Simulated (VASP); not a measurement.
Computed with PBEsol GGA, VASP's PBE PAW potentials (set 64) (plane waves; VASP).

The input files of a VASP run:

File KPOINTS:
```
kpoints
0
Gamma
 12 12 12
0 0 0
```

### INCAR
```
SYSTEM  =  AuZn
PREC  =  Accurate; ENCUT  =  500; LREAL  =  F
LASPH  =  T
EDIFF  =  1E-6; NELM  =  100; ALGO  =  Normal
LMAXMIX  =  6
ISMEAR  =  1; SIGMA  =  0.1
GGA  =  PS
IBRION  =  2; NSW  =  40; ISIF  =  3
EDIFFG  =  -0.02; PSTRESS  =  300
LWAVE  =  F; LCHARG  =  F
```

### POSCAR
```
AuZn
1.0
  3.0223092171   0.0000000000   0.0000000000
  0.0000000000   3.0223092171   0.0000000000
  0.0000000000   0.0000000000   3.0223092171
Zn Au
1 1
Cart
  1.5111546086   1.5111546086   1.5111546086
  0.0000000000   0.0000000000   0.0000000000
```

POTCAR, in this order: Zn Au (PBE.64 set). Program: vasp_std.

Problem. What will the output report for the number of irreducible k-points (NKPTS), largest plane-wave count, number of space-group operations, FFT grid (NGX, NGY, NGZ)?

Solution. 
```
Item                                          Result
--------------------------------------  ------------
number of irreducible k-points (NKPTS)            84
largest plane-wave count                         739
number of space-group operations                  48
FFT grid (NGX, NGY, NGZ)                24 × 24 × 24
```

The compound is AuZn in the CsCl type structure. This run relaxes it under an external pressure of 30 GPa. Symmetry was kept, so distortions that lower it aren't found. The electron count is odd and the run is not spin-polarised, which forces a metal.
